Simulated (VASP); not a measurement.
Level of theory: optB88-vdW, VASP's PBE PAW potentials (set 64) (plane waves; VASP).

VASP ran on this input.

### KPOINTS
```
K-points
0
gamma
 14 14 14
```

### INCAR
```
AGGAC = 0.0
ALGO = Normal
EDIFF = 1E-6
EDIFFG = -0.01
ENCUT = 520
GGA = BO
IBRION = 2
ISIF = 3
ISMEAR = 1
LASPH = .True.
LCHARG = .False.
LMAXMIX = 6
LREAL = .False.
LUSE_VDW = .True.
LWAVE = .False.
NELM = 100
NSW = 60
PARAM1 = 0.1833333333
PARAM2 = 0.22
PREC = Accurate
SIGMA = 0.1
SYSTEM = W
```

File POSCAR:
```
W
1.0
 -1.5929812592   1.5929812592   1.5929812592
  1.5929812592  -1.5929812592   1.5929812592
  1.5929812592   1.5929812592  -1.5929812592
W
1
Cart
  0.0000000000   0.0000000000   0.0000000000
```

POTCAR, in this order: W_sv (PBE.64 set). Program: vasp_std.

Unless said otherwise, spin-orbit coupling is left out, though it shifts the bands of the heavy elements here.

Q: What does the run give for the energy per atom (σ→0), band gap (on the k-mesh)?

A: 
```
Quantity                                                    Result
------------------------  ----------------------------------------
energy per atom (σ→0)                               -9.628 eV/atom
band gap (on the k-mesh)  none (metal, semimetal or under 0.01 eV)
```

**OSZICAR**
```
...
DAV:   5    -0.101957164867E+02   -0.70286E-04   -0.70286E-04  2594   0.319E-01    0.196E+01
DAV:   6    -0.974686521550E+01    0.44885E+00   -0.52711E-01  2417   0.954E+00    0.777E+00
DAV:   7    -0.963124280265E+01    0.11562E+00   -0.27558E-01  2492   0.650E+00    0.626E-01
DAV:   8    -0.962811116616E+01    0.31316E-02   -0.41698E-03  2363   0.983E-01    0.997E-02
DAV:   9    -0.962814332807E+01   -0.32162E-04   -0.16186E-04  2523   0.162E-01    0.505E-02
DAV:  10    -0.962814041767E+01    0.29104E-05   -0.22926E-05  2468   0.723E-02    0.984E-03
DAV:  11    -0.962814099280E+01   -0.57513E-06   -0.25407E-07  1468   0.755E-03
   1 F= -.96281410E+01 E0= -.96277709E+01  d E =-.962814E+01
```

The compound is W in the bcc structure. It was relaxed first. The start is the result of an earlier pass.
